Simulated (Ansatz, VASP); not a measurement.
## Cross-check of PtSe2 (Sudovikovite) between VASP and Ansatz

One calculation is typed for both programs; each brings its own data sets. How far apart do they land? The cell is taken from a series of runs on this material, whose earlier steps may have relaxed, scaled, displaced or heated it; both programs get it as it stands.

Method: plane waves, with VASP 6.6.1 beside it; relaxation of cell and atoms at PBE with D3(BJ), in Ansatz 0.2.0.

## Step 1: The structure

Symmetry: P-3m1, No. 164, trigonal system. Conventional cell: a = 3.771 Å, b = 3.771 Å, c = 4.823 Å, α = 90.00°, β = 90.00°, γ = 120.00°. Nearest to Pt lie 6 Se at 2.53 Å. Se has 3 Pt at 2.53 Å nearest. Farther neighbours and most contacts between anions are not listed.

Coordinates:

```xyz
3
Lattice="3.7715 0.0000 0.0000 -1.8857 3.2662 0.0000 0.0000 0.0000 4.8233" Properties=species:S:1:pos:R:3 pbc="T T T"
Pt    0.0000    0.0000    0.0000
Se    0.0000    2.1775    1.2804
Se    1.8857    1.0887    3.5429
```

## Step 2: VASP: relaxation of cell and atoms, PBE with D3(BJ)

The relaxed volume is the usual yardstick between codes: in a stiff, nearly cubic crystal its relative difference is about their pressure difference at one cell divided by the bulk modulus.

Lines of VASP's logs that name or quote its potential files are left out, and so is its time.

INCAR

```
SYSTEM = PtSe2
PREC = Accurate
ENCUT = 500
EDIFF = 1E-07
NELM = 120
ISMEAR = 1
SIGMA = 0.2
LREAL = .FALSE.
ALGO = Normal
GGA = PE
IVDW = 12
NBANDS = 17
LASPH = .TRUE.
LORBIT = 11
LWAVE = .FALSE.
LCHARG = .FALSE.
ISIF = 3
IBRION = 2
NSW = 80
EDIFFG = -0.005
GGA_COMPAT = .FALSE.
NELMIN = 4
KPAR = 2
```

POSCAR

```
PtSe2
1.0
    3.7714570000      0.0000000000      0.0000000000
   -1.8857290000      3.2661780000      0.0000000000
    0.0000000000      0.0000000000      4.8233070000
Pt Se
1 2
Direct
    0.0000000000      0.0000000000      0.0000000000
    0.3333333333      0.6666666667      0.2654558377
    0.6666666667      0.3333333333      0.7345441623
```

KPOINTS

```
Automatic mesh
0
Gamma
15 15 10
0 0 0
```

PAW data sets: Pt and Se (PBE family, release 64).

Command:

```console
> mpirun -np 2 vasp_std
```

Numbers of over 12 decimals in the logs are rounded to 6 here.

What it wrote:

```text
[banner, memory and clock lines left out]
running    2 mpi-ranks, on    1 nodes
 distrk:  each k-point on    1 cores,    2 groups
 distr:  one band on    1 cores,    1 groups

 POSCAR found type information on POSCAR PtSe
 POSCAR found :  2 types and       3 ions
 LDA part: xc-table for (Slater+PW92), standard interpolation
 POSCAR, INCAR and KPOINTS ok, starting setup
 FFT: planning ... GRIDC
 FFT: planning ... GRID_SOFT
 FFT: planning ... GRID
 WAVECAR not read
 entering main loop
       N       E                     dE             d eps       ncg     rms          rms(c)
DAV:   1     0.108128664636E+03    0.10813E+03   -0.99320E+03  8228   0.111E+03
DAV:   2    -0.102272850735E+02   -0.11836E+03   -0.11496E+03 10193   0.216E+02
DAV:   3    -0.148914774907E+02   -0.46642E+01   -0.46191E+01  9599   0.436E+01
DAV:   4    -0.149264451570E+02   -0.34968E-01   -0.34950E-01 10492   0.410E+00
DAV:   5    -0.149267871754E+02   -0.34202E-03   -0.34200E-03 10039   0.386E-01    0.121E+01
DAV:   6    -0.144260237977E+02    0.50076E+00   -0.45274E+00  8270   0.193E+01    0.777E+00
DAV:   7    -0.142116946706E+02    0.21433E+00   -0.85807E-01  8246   0.926E+00    0.381E+00
DAV:   8    -0.141983898995E+02    0.13305E-01   -0.55820E-02  8949   0.164E+00    0.828E-01
DAV:   9    -0.141958466114E+02    0.25433E-02   -0.79136E-03  9439   0.874E-01    0.189E-01
DAV:  10    -0.141959858388E+02   -0.13923E-03   -0.12272E-03  9454   0.222E-01    0.390E-02
DAV:  11    -0.141959897072E+02   -0.38684E-05   -0.44427E-05 10580   0.563E-02    0.256E-02
DAV:  12    -0.141959903706E+02   -0.66336E-06   -0.70128E-06  8779   0.198E-02    0.412E-03
DAV:  13    -0.141959905566E+02   -0.18596E-06   -0.86977E-07 11050   0.580E-03    0.150E-03
DAV:  14    -0.141959906012E+02   -0.44697E-07   -0.89302E-08  6682   0.226E-03
   1 F= -.15665876E+02 E0= -.15666176E+02  d E =-.156659E+02
[...]
2 F= -.15665887E+02 E0= -.15666187E+02  d E =-.103514E-04
[...]
3 F= -.15665887E+02 E0= -.15666187E+02  d E =-.104262E-04
[...]
4 F= -.15665894E+02 E0= -.15666195E+02  d E =-.742415E-05
 ZBRENT: can't locate minimum, use default step
 trial-energy change:   -0.000007  1 .order   -0.000008   -0.000008   -0.000007
 step:   1.4694(harm=  1.9839)  dis= 0.00128  next Energy=   -15.665909 (dE=-0.224E-04)
 bond charge predicted
       N       E                     dE             d eps       ncg     rms          rms(c)
DAV:   1    -0.141941575888E+02    0.53420E-03   -0.36496E-03  8125   0.383E-01    0.439E-02
DAV:   2    -0.141941336918E+02    0.23897E-04   -0.24540E-04  8859   0.138E-01    0.206E-02
DAV:   3    -0.141941263288E+02    0.73630E-05   -0.17200E-05 10215   0.409E-02    0.867E-03
DAV:   4    -0.141941242631E+02    0.20657E-05   -0.10318E-05  8680   0.193E-02    0.346E-03
DAV:   5    -0.141941242867E+02   -0.23590E-07   -0.44823E-07  9058   0.422E-03
   5 F= -.15665916E+02 E0= -.15666221E+02  d E =-.292012E-04
 curvature:  -1.88 expect dE=-0.252E-05 dE for cont linesearch -0.136E-05
 trial: gam=-0.07583 g(F)=  0.711E-07 g(S)=  0.127E-05 ort = 0.588E-05 (trialstep = 0.588E+00)
 search vector abs. value=  0.722E-06
 reached required accuracy - stopping structural energy minimisation
```

From OUTCAR (step 2):

```text
ion  position               nearest neighbor table
   1  0.000  0.000  0.000-   3 2.53   2 2.53   3 2.53   2 2.53   3 2.53   2 2.53
   2  0.333  0.667  0.265-   1 2.53   1 2.53   1 2.53
   3  0.667  0.333  0.735-   1 2.53   1 2.53   1 2.53

  LATTYP: Found a hexagonal cell.
 ALAT       =     3.7714570000
 C/A-ratio  =     1.2788975189

 Subroutine GETGRP returns: Found 12 space group operations
 (whereof 12 operations were pure point group operations)

The static configuration has the point symmetry D_3d.

 Found    238 irreducible k-points:

   k-points           NKPTS =    238   k-points in BZ     NKDIM =    238   number of bands    NBANDS=     17

   dimension x,y,z NGX =    28 NGY =   28 NGZ =   36
   dimension x,y,z NGXF=    56 NGYF=   56 NGZF=   72

   ENCUT  =  500.0 eV  36.75 Ry    6.06 a.u.   6.88  6.88  8.79*2*pi/ulx,y,z

   NELECT =      22.0000    total number of electrons

 k-points in reciprocal lattice and weights: Automatic mesh
   0.00000000  0.00000000  0.00000000       0.000
   0.06666667 -0.00000000  0.00000000       0.003
   0.13333333  0.00000000  0.00000000       0.003
   0.20000000 -0.00000000  0.00000000       0.003
   0.26666667  0.00000000  0.00000000       0.003
   0.33333333  0.00000000  0.00000000       0.003
   0.40000000  0.00000000  0.00000000       0.003
   0.46666667 -0.00000000  0.00000000       0.003
   0.06666667  0.06666667  0.00000000       0.003
[...]
0.33333333  0.26666667  0.50000000       0.005
   0.33333333  0.33333333  0.50000000       0.001

 Edisp (eV)   -1.47120

 average (electrostatic) potential at core
       1 -68.2982       2 -52.5606       3 -52.5606

 E-fermi :   6.7146

 k-point     1 :       0.0000    0.0000    0.0000
  band No.  band energies     occupation
    ...
      6       2.9356      2.00000
      7       2.9356      2.00000
      8       4.2531      2.00000
      9       5.7199      2.00000
     10       5.7199      2.00000
     11       7.5135     -0.00000
     12       7.7874     -0.00000
     13       7.7874     -0.00000
     14      10.0811     -0.00000
     15      10.8357      0.00000
    ...

 k-point     2 :       0.0667   -0.0000    0.0000
  band No.  band energies     occupation
    ...
      6       2.8733      2.00000
      7       2.9002      2.00000
      8       4.1506      2.00000
      9       5.4914      2.00000
     10       5.6400      2.00000
     11       7.0287     -0.04885
     12       7.8540     -0.00000
     13       8.1235     -0.00000
     14      10.4105     -0.00000
     15      11.1314      0.00000
    ...

 k-point     3 :       0.1333    0.0000    0.0000
  band No.  band energies     occupation
    ...
      7       2.8094      2.00000
      8       3.8401      2.00000
      9       5.0859      2.00000
     10       5.4144      2.00000
     11       6.4167      2.05622
     12       8.0406     -0.00000
     13       8.3503     -0.00000
     14      11.1225      0.00000
     15      11.8284      0.00000
     16      13.5021      0.00000
    ...

 Edisp (eV)   -1.47179

  Total       0.00304     0.00304    -0.00777    -0.00000    -0.00000     0.00000
  in kB       0.08220     0.08220    -0.20971    -0.00000    -0.00000     0.00000
  external pressure =       -0.02 kB  Pullay stress =        0.00 kB

  energy-cutoff  :      500.00
  volume of cell :       59.34
      direct lattice vectors                 reciprocal lattice vectors
     3.771268365  0.000000000 -0.000000000     0.265162779  0.153091822  0.000000000
    -1.885634682  3.266014637 -0.000000000    -0.000000000  0.306183563  0.000000000
    -0.000000000 -0.000000000  4.817917606     0.000000000  0.000000000  0.207558552

 POSITION                                       TOTAL-FORCE (eV/Angst)
 -----------------------------------------------------------------------------------
      0.00000      0.00000     -0.00000        -0.000000      0.000000      0.000000
     -0.00000      2.17734      1.28053        -0.000000     -0.000000      0.000859
      1.88563      1.08867      3.53739         0.000000      0.000000     -0.000859
 -----------------------------------------------------------------------------------
    total drift:                                0.000000     -0.000000      0.000000

  FREE ENERGIE OF THE ION-ELECTRON SYSTEM (eV)
  ---------------------------------------------------
  free  energy   TOTEN  =       -15.6659158045 eV

  energy  without entropy=      -15.6668310333  energy(sigma->0) =      -15.66622088

 reached required accuracy - stopping structural energy minimisation

 total charge
# of ion       s       p       d       tot
------------------------------------------
    1        0.673   0.672   8.027   9.372
    2        1.489   2.216   0.070   3.775
    3        1.489   2.216   0.070   3.775
--------------------------------------------------
tot          3.650   5.104   8.168  16.923

[... 3 further parts left out ...]
```

CONTCAR:

```
PtSe2
   1.00000000000000
     3.7712683647759131    0.0000000000289782   -0.0000000000000000
    -1.8856346823378527    3.2660146370249241   -0.0000000000000000
    -0.0000000000000000   -0.0000000000000000    4.8179176057046451
  Pt              Se
     1     2
Direct
     0.0000000000000000    0.0000000000000000    0.0000000000000000
     0.3333333332999970    0.6666666667000030    0.2657851191919204
     0.6666666667000030    0.3333333332999970    0.7342148808080796
```

## Step 3: Ansatz: relaxation of cell and atoms, PBE with D3(BJ)

Ansatz runs on its default PAW (the set named soft_2) files.

The same cell, functional, mesh and smearing now go to Ansatz, which takes its cutoff from its data sets.

input.yaml

```yaml
crystal:
  lattice:
    - [3.7714571387, 0.0, 0.0]
    - [-1.8857285693, 3.2661776914, 0.0]
    - [0.0, 0.0, 4.8233068581]
  atoms:
    - { symbol: Pt, position: [0.0, 0.0, 0.0] }
    - { symbol: Se, position: [0.3333333333, 0.6666666667, 0.2654558727] }
    - { symbol: Se, position: [0.6666666667, 0.3333333333, 0.7345441273] }
kpoints:
  mp_grid: { grid: [15, 15, 10] }
hamiltonian:
  xc: pbe
  dispersion: d3bj
scf:
  occupations: { method: methfessel_paxton, width: 0.2 }
output:
  forces: true
  stress: true
  eigenvalues: true
relax:
  adjacent_minimum: "off"
  f_tol: 0.001
  max_steps: 60
  cell: { stress_tol: 0.01 }
```

Command:

```console
> ansatz run input.yaml --threads 8 --pin off --max-ram 14336MiB --backend cpu --events-out ev --progress --plain --runs-dir out
```

What it wrote:

```text
Engine: ansatz 0.2.0, x86_64-unknown-linux-gnu
Pseudopotentials: kind: paw
Pseudopotential: Pt, paw, valence charge 18, recommended cutoff 420 eV (normal), Pt.paw.azcp
Pseudopotential: Se, paw, valence charge 16, recommended cutoff 420 eV (normal), Se.paw.azcp
Functional definition: PBE
  parameter kappa = 0.804
  parameter beta = 0.066725
  exchange = pbe_x(kappa = kappa, mu = beta*pi^2/3)
  correlation = pbe_c(beta = beta)
Crystal: 3 atoms, lattice volume = 59.415 Å³
Basis set: ecut = 420 eV, 1169 PW (Γ), exchange–correlation on 54×54×72 points (8 copies of the dense FFT grid, shifted against one another)
Bands: 30, of which v1, the nominal top of the filled ones, is band 25 counted from 1 (24 counted from 0)
Symmetry: 12 space group operations
Space group: P-3m1 (ITA 164), of the structure as read, at distance tolerance 3.9e-5 Å
k-points: 238 of 2250
Non-local potential: Pt, projectors of the file, l = 0: 3, l = 1: 2, l = 2: 2, l = 3: 1
Non-local potential: Se, projectors of the file, l = 0: 2, l = 1: 2, l = 2: 3, l = 3: 1
PAW form: soft (Blöchl's): semilocal exchange-correlation on the pseudo side does not see the compensation charge
PAW one-centre angular grid: Pt, 590 points (default); XC on 64 Gauss nodes
PAW one-centre angular grid: Se, 590 points (default); XC on 64 Gauss nodes
Initial density: superposition of atomic densities (neutral atoms: chi_scale 0, normalization atom), corrected by the library's trained network
Initial wavefunctions: pseudopotential atomic-orbital guess
Functional: x = pbe(κ = 0.804, μ = 0.219515), c = pbe(β = 0.066725)
SCF iter   1: F=—  HF=-23463.731689 eV  |F-HF|=—  |Δ(HF+E_count)|=         —  Δρ=3.20e-3  dr2=5.46e-3  ethr=1.77e-3  ⟨swp⟩=5.1  Hψ=26690  notcnv=0
preconditioner: auto → LDOS  [metal: Δε(μ)=0.012 eV  Ē_g=10.066 eV  σ=0.200 eV  W_gap=0.05  n_scr=22 (ndim 8)  ℏωp=22.6 eV  f_vac=0.022  D(μ)=0.69/eV (n_scr^D=2)  β→1.0]
SCF iter   2: F=—  HF=-23463.733509 eV  |F-HF|=—  |Δ(HF+E_count)|=   1.82e-3  S|Δr|=    0.00e0  Δρ=1.72e-3  dr2=2.67e-3  ethr=1.09e-5  ⟨swp⟩=2.0  Hψ=11639  notcnv=0
SCF iter   3: F=—  HF=-23463.733045 eV  |F-HF|=—  |Δ(HF+E_count)|=   4.64e-4  S|Δr|=    0.00e0  Δρ=2.79e-4  dr2=3.98e-5  ethr=5.33e-6  ⟨swp⟩=2.0  Hψ=8794  notcnv=0
SCF iter   4: F=—  HF=-23463.733036 eV  |F-HF|=—  |Δ(HF+E_count)|=   8.40e-6  S|Δr|=    0.00e0  Δρ=3.22e-5  dr2=2.63e-7  ethr=7.96e-8  ⟨swp⟩=2.0  Hψ=12748  notcnv=0
SCF iter   5: F=-23463.733037 eV  HF=-23463.733037 eV  |F-HF|=3.27e-8  |Δ(HF+E_count)|=   5.93e-7  S|Δr|=    0.00e0  Δρ=7.05e-6  dr2=5.29e-8  ethr=2.00e-10  ⟨swp⟩=6.2  Hψ=32035  notcnv=0
SCF 1 converged in 5 iterations: F = -23463.733037 eV  dr2 = 5.29e-8
  greatest PAW one-centre occupation: 1.000 electrons in one spin orbital (limit 2), on the Pt atom at site 0 (counted from 0), in its partial waves of l = 0
relax step   1: F+E_penalty+E_count = -23463.73303695 eV  Δ(F+E_penalty+E_count) = +0.000e0 eV  max|allowed force component| = 3.873e-4 eV/Å  Δτ_max = 0.0000 Å  P = -0.014 GPa  Ω = 59.415 Å³  (5 SCF iters, dr2 threshold 1.00e-7 eV, accepted)
[...]
relax step   2: F+E_penalty+E_count = -23463.73304727 eV  Δ(F+E_penalty+E_count) = -1.032e-5 eV  max|allowed force component| = 1.437e-3 eV/Å  Δτ_max = 0.0007 Å  P = +0.009 GPa  Ω = 59.378 Å³  energy of the carried Pulay correction = +7.274e-6 eV  (4 SCF iters, dr2 threshold 2.47e-9 eV, accepted)
[...]
relax step   3: F+E_penalty+E_count = -23463.73304610 eV  Δ(F+E_penalty+E_count) = +1.166e-6 eV  max|allowed force component| = 1.464e-3 eV/Å  Δτ_max = 0.0003 Å  P = +0.001 GPa  Ω = 59.384 Å³  energy of the carried Pulay correction = +5.706e-6 eV  (4 SCF iters, dr2 threshold 5.65e-10 eV, accepted)
[...]
relax step   4: F+E_penalty+E_count = -23463.73304654 eV  Δ(F+E_penalty+E_count) = -4.421e-7 eV  max|allowed force component| = 9.467e-5 eV/Å  Δτ_max = 0.0001 Å  P = -0.001 GPa  Ω = 59.385 Å³  energy of the carried Pulay correction = +5.681e-6 eV  (4 SCF iters, dr2 threshold 2.53e-10 eV, accepted)
[...]
relax step   5: F+E_penalty+E_count = -23463.73304040 eV  Δ(F+E_penalty+E_count) = +6.142e-6 eV  max|allowed force component| = 9.485e-5 eV/Å  Δτ_max = 0.0000 Å  P = -0.001 GPa  Ω = 59.385 Å³  stress off target by 8.27e-4 GPa  SCF on the basis re-selected at this cell (its energy is not comparable with the rows above)  (5 SCF iters)
basis re-selected at this cell: Δ(F+E_penalty+E_count) = +6.142e-6 eV, ΔP = +0.000 GPa vs the last step (what re-selecting the basis moved, of the pressure what is left beyond the Pulay correction that the steps carried, after the strain that the cell walked since its last selection, with what the two solves' SCF thresholds leave and, on support functions, any second-order correction that the steps lacked; it is no m [...]
SCF converged after 5 iterations
Stability not checked: this state was not tested for a lower state beside it, because cold or Methfessel-Paxton smearing, or corrected tetrahedra, fill the levels in a way that the test cannot read (fill_not_monotonic; see scf.lower_state_search)
Free energy (F): -23463.733040 eV
Harris-Foulkes:  -23463.733040 eV  (|F-HF|=3.64e-12)
Internal energy: -23463.733980 eV  (E = F + TS)
E sigma→0 (E₀):  -23463.733275 eV
Entropy (-TS):   0.000940 eV (0.313 meV/atom)
Fermi energy:    13.653453 eV
--- Per-component energies (eV) ---
  E_band       = -936.315996
  E_kinetic    = 874.626176
  E_local      = -6470.786351  (includes V_loc(G=0)·N_el)
  E_nonlocal   = -989.929109
  E_hartree    = 3001.855197
  E_xc         = -470.728493
  E_vxc        = -500.018255  (∫ρ·V_xc dr)
  E_paw        = -13278.229527  (= ΣΔE_a)
  E_vpaw       = 146.082146  (= ΣTr[D̂ρ^β])
  E_aug_tail   = -0.001005  (compensation charges beyond the density's cutoff)
  E_ewald      = -6129.069839
  E_disp       = -1.471030  (pairwise vdW)
  E_smearing   = 0.000940  (= −TS)
  E_closure    = 0.000000  (closes the sum)
  Σ components = -23463.733040   (vs F -23463.733040, Δ=0.00e0)
--- Forces (eV/Å), atoms counted from 1 ---
  atom   1  Pt    -0.00000000     0.00000000     0.00000000
  atom   2  Se     0.00000000    -0.00000000    -0.00009485
  atom   3  Se    -0.00000000     0.00000000     0.00009485
  max |Σ_I F_I| component: 2.31e-18 eV/Å
--- Stress (GPa, compression-positive) ---
       -0.000827      -0.000000       0.000000
        0.000000      -0.000827      -0.000000
        0.000000      -0.000000      -0.000581
  P = ⅓ Tr σ = -0.0007 GPa (-0.007 kbar)
--- Band table (eV; the first three rows and the last of 238) ---
  k-point 0: bands = [... 21 lower, 11.1879, 12.6505, 12.6505, 14.4401, 14.7282, 14.7282, 17.0205, 17.7719, ... 1 higher]
  k-point 1: bands = [... 21 lower, 11.1824, 12.5633, 12.5633, 14.1285, 14.8555, 14.8555, 17.1208, 18.0784, ... 1 higher]
  k-point 2: bands = [... 21 lower, 11.1589, 12.3632, 12.3632, 13.4338, 15.1701, 15.1701, 17.4320, 18.7335, ... 1 higher]
  k-point 237: bands = [... 21 lower, 9.3762, 10.2142, 11.1809, 11.1809, 15.9993, 15.9993, 20.2504, 21.2704, ... 1 higher]
--- Relaxed structure (4 steps of the walk, 4 accepted, 1 SCFs on fresh bases) ---
  F+E_penalty+E_count = -23463.73304040 eV   max|allowed force component| = 9.485e-5 eV/Å   (the final SCF, on the basis selected at the relaxed cell)
  cell:  # Å, volume = 59.3849 Å³
    - [3.771767, -2.8869863451271564e-11, -1.2202870008005132e-19]
    - [-1.885884, 3.266446, 1.2202870008004956e-19]
    - [-1.560621914375752e-19, 0, 4.820099]
  atoms:
    - { symbol: Pt, position: [0, 0, 0] }
    - { symbol: Se, position: [0.333333, 0.666667, 0.265565] }
    - { symbol: Se, position: [0.666667, 0.333333, 0.734435] }
```

In the SCF lines HF is the Harris–Foulkes energy and dr2 the Hartree energy of the density residual, in eV; the loop may stop once dr2 is under the threshold and the program's other checks hold. Hψ counts applications of the Hamiltonian.

## Step 4: Side by side

Known differences besides the potentials themselves: the data sets hold 50 valence electrons in Ansatz (on its default PAW (the set named soft_2) files) and 22 in VASP; the cutoff is 420 eV in Ansatz and 500 eV in VASP; Ansatz adds a Pulay correction to the stress that steers its cell, VASP none. Total energies have different zeros and are not compared.

The two programs side by side:

| quantity | Ansatz | VASP | difference |
| --- | --- | --- | --- |
| volume (Å³) | 59.38 | 59.34 | +0.07 % |
| edge a after relaxation, in the typed setting (Å) | 3.772 | 3.771 | +0.01 % |
| edge c after relaxation, in the typed setting (Å) | 4.820 | 4.818 | +0.05 % |

## Step 5: Summary of results

```json
{
 "difference in volume (relaxation of cell and atoms, PBE with D3(BJ))": "0.072 %"
}
```

The difference in volume is 0.072 % (relaxation of cell and atoms, PBE with D3(BJ)), within the 1.2 % picked in this series as the mark of a large difference, as far as the stopping tolerances let one tell. The data sets hold unlike numbers of valence electrons (50 in Ansatz and 22 in VASP), so part of the differences comes from the potentials. Such differences can come from data sets, numerical settings and the points named under the comparisons, not from the functional's error against experiment.

[Lines on the potential files, build, host, timing and source positions are cut from VASP's logs without a mark.]

[Logs are printed without paths, hosts, clocks, repeated set-up lines and the standing remarks that a program may print on its own settings, such as how far it seeks lower states.]

[Hosts, paths, dates, database ids (printed as entryN), source tags and the programs' standing remarks are cut or masked in the printed files.]
